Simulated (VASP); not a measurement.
Mg2Si (antifluorite):

```xyz
3
Lattice="0.0000 3.1750 3.1750 3.1750 0.0000 3.1750 3.1750 3.1750 0.0000" Properties=species:S:1:pos:R:3 pbc="T T T"
Mg     1.5875     1.5875     1.5875
Mg     4.7625     4.7625     4.7625
Si     0.0000     0.0000     0.0000
```

The lowest empty band near X, direction along the valley's axis, from mBJ (TB09) with spin-orbit coupling in VASP (PAW); its two spin partners are averaged. The gap over the points computed is 0.58 eV, and the next band on that side lies 0.17 eV away at the edge.

Run with 400 eV cut-off, 7×7×7 Γ-centred mesh, Gaussian smearing of 0.050 eV, potentials Mg Si.

```tsv
distance from the edge in k (1/Å)	distance in energy (meV)
0.025	4.1
0.035	8.0
0.050	16.3
0.070	32.0
```

### Question
Fit E(1 + αE) = ħ²k²/2m* (ħ²/2m0 = 3.810 eV Å²) and predict the row at 0.095 1/Å.

### Answer
The rows don't resolve α, so a parabola serves: the electron mass is m* = 0.584 m0, and so 58.9 meV. The run gave 59.0 meV, +0.1 meV from the fit.

Left out are points under 3 meV from the edge, since the levels carry 0.1 meV, and points farther than half the way to the next band.

The compound is Mg2Si in the antifluorite structure. The cell was not relaxed at this level.
